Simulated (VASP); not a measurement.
Here is the system:

```
BeS
1.0
    0.00000     2.43705     2.43705
    2.43705     0.00000     2.43705
    2.43705     2.43705     0.00000
Be S
1 1
Direct
  0.00000   0.00000   0.00000
  0.25000   0.25000   0.25000
```

Level of theory: r2SCAN meta-GGA, VASP's PBE PAW potentials (set 64) (plane waves; VASP). Numerical set-up: 520 eV cut-off, 10×10×10 Γ-centred mesh, tetrahedra with Blöchl corrections, potentials Be S.

Task: Give the energies of bands 2 to 7 at the high-symmetry points, in eV from the valence-band maximum.

Result: 
```json
[
 {"band": "2", "Γ": "0.00", "X": "-5.11", "U": "-4.64", "L": "-5.86", "W": "-4.34"},
 {"band": "3", "Γ": "0.00", "X": "-2.66", "U": "-4.12", "L": "-1.04", "W": "-3.90"},
 {"band": "4", "Γ": "0.00", "X": "-2.66", "U": "-2.20", "L": "-1.04", "W": "-3.34"},
 {"band": "5", "Γ": "6.27", "X": "3.61", "U": "4.87", "L": "6.05", "W": "6.96"},
 {"band": "6", "Γ": "6.27", "X": "5.40", "U": "8.08", "L": "7.14", "W": "8.73"},
 {"band": "7", "Γ": "6.27", "X": "13.74", "U": "11.35", "L": "7.14", "W": "9.21"}
]
```

The gap is indirect, 3.61 eV, from the valence maximum at Γ to the conduction minimum at X.

The compound is BeS in the zinc blende structure. It was relaxed first.
